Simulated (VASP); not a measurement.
Method: PBEsol GGA, VASP's PBE PAW potentials (set 64) (plane waves; VASP).

A VASP calculation is set up with these files.

### INCAR
```
SYSTEM=CoO
PREC=Accurate; ENCUT=520; LREAL=.False.
LASPH=.True.
EDIFF=1E-7; NELM=100; ALGO=Normal
LMAXMIX=4
ISMEAR=-5
GGA=PS
MAGMOM=2.4 0.3
ISPIN=2
ISIF=2
LWAVE=.False.; LCHARG=.True.; LORBIT=11
NEDOS=601
```

KPOINTS:
```
K-points
0
Gamma
  17 17 17
0 0 0
```

POSCAR:
```
CoO
2.9403020
  0.0000000000   0.7071068504   0.7071068504
  0.7071068504   0.0000000000   0.7071068504
  0.7071068504   0.7071068504   0.0000000000
Co O
1 1
Direct
  0.0000000000   0.0000000000   0.0000000000
  0.5000000000   0.5000000000   0.5000000000
```

POTCAR, in this order: Co O (PBE.64 set). Program: vasp_std.

Output of the run:

**OSZICAR**
```
       N       E                     dE             d eps       ncg     rms          rms(c)
DAV:   1     0.841717762822E+02    0.84172E+02   -0.73013E+03  8108   0.147E+03
DAV:   2    -0.101453349260E+02   -0.94317E+02   -0.84084E+02  8296   0.286E+02
DAV:   3    -0.162553183328E+02   -0.61100E+01   -0.58552E+01  9000   0.831E+01
DAV:   4    -0.163410533670E+02   -0.85735E-01   -0.85631E-01  8936   0.989E+00
DAV:   5    -0.163430797086E+02   -0.20263E-02   -0.20267E-02  9196   0.156E+00    0.167E+01
DAV:   6    -0.150369974048E+02    0.13061E+01   -0.22065E+01  9004   0.901E+01    0.187E+01
DAV:   7    -0.140485191790E+02    0.98848E+00   -0.67874E+00  9464   0.658E+01    0.764E+00
DAV:   8    -0.140007224491E+02    0.47797E-01   -0.46459E-01 10316   0.116E+01    0.431E+00
DAV:   9    -0.139904367140E+02    0.10286E-01   -0.11550E-01 11576   0.687E+00    0.125E+00
DAV:  10    -0.139892563019E+02    0.11804E-02   -0.18937E-02 11216   0.281E+00    0.560E-01
DAV:  11    -0.139889119467E+02    0.34436E-03   -0.10367E-02 10880   0.200E+00    0.811E-02
DAV:  12    -0.139890595668E+02   -0.14762E-03   -0.63750E-04  8068   0.277E-01    0.422E-02
DAV:  13    -0.139890599271E+02   -0.36024E-06   -0.13650E-05 11892   0.477E-02    0.257E-02
DAV:  14    -0.139891004078E+02   -0.40481E-04   -0.20652E-05 10004   0.452E-02    0.134E-02
DAV:  15    -0.139890923532E+02    0.80546E-05   -0.25558E-06 10724   0.274E-02    0.552E-03
DAV:  16    -0.139890892121E+02    0.31411E-05   -0.33077E-07  6328   0.595E-03    0.237E-03
DAV:  17    -0.139890882006E+02    0.10115E-05   -0.99336E-09  4076   0.234E-03    0.134E-03
DAV:  18    -0.139890879803E+02    0.22033E-06   -0.12343E-08  4052   0.182E-03    0.519E-04
DAV:  19    -0.139890877436E+02    0.23668E-06   -0.99496E-09  4060   0.174E-03    0.216E-04
DAV:  20    -0.139890876297E+02    0.11393E-06   -0.26950E-09  4036   0.695E-04    0.213E-04
DAV:  21    -0.139890876136E+02    0.16046E-07   -0.32005E-10  4036   0.224E-04
   1 F= -.13989088E+02 E0= -.13989088E+02  d E =0.000000E+00  mag=     2.7326
```

### OUTCAR
```
------------------------ aborting loop because EDIFF is reached ----------------------------------------
  FORCE on cell =-STRESS in cart. coord.  units (eV):
  Direction    XX          YY          ZZ          XY          YZ          ZX
  --------------------------------------------------------------------------------------
  Total        0.0872373      0.0872373      0.0872373     -0.0000000     -0.0000000      0.0000000
  in kB        7.7759181      7.7759181      7.7759181     -0.0000000     -0.0000000      0.0000000
  external PRESSURE =       7.7759181 kB  Pullay stress =       0.0000000 kB
  volume of cell :       17.97
      direct lattice vectors                 reciprocal lattice vectors
     0.000000000  2.079107686  2.079107686    -0.240487784  0.240487784  0.240487784
     2.079107686  0.000000000  2.079107686     0.240487784 -0.240487784  0.240487784
     2.079107686  2.079107686  0.000000000     0.240487784  0.240487784 -0.240487784
 POSITION                                       TOTAL-FORCE (eV/Angst)
 -----------------------------------------------------------------------------------
      0.00000      0.00000      0.00000        -0.000000     -0.000000     -0.000000
      2.07911      2.07911      2.07911         0.000000      0.000000      0.000000
 -----------------------------------------------------------------------------------
    total drift:                                0.000000     -0.000000     -0.000000
  FREE ENERGIE OF THE ION-ELECTRON SYSTEM (eV)
  ---------------------------------------------------
  free  energy   TOTEN  =       -13.9890876136 eV

  energy  without entropy=      -13.9890876136  energy(sigma->0) =      -13.98908761

 total charge

# of ion       s       p       d       tot
------------------------------------------
    1        0.317   0.411   7.215   7.943
    2        1.552   3.429   0.000   4.981
--------------------------------------------------
tot          1.869   3.840   7.215  12.924

 magnetization (x)

# of ion       s       p       d       tot
------------------------------------------
    1        0.021   0.019   2.372   2.412
    2        0.031   0.243   0.000   0.274
--------------------------------------------------
tot          0.052   0.263   2.372   2.687
```
(Selected blocks of OUTCAR.)

The moments were started parallel, and other spin orders were not tried in this run. For a metal the tetrahedron method with Blöchl corrections gives inexact stress and forces.

The structure was generated: CoO was put into the rock salt type (Fm-3m), which need not be its known phase. It was relaxed first.
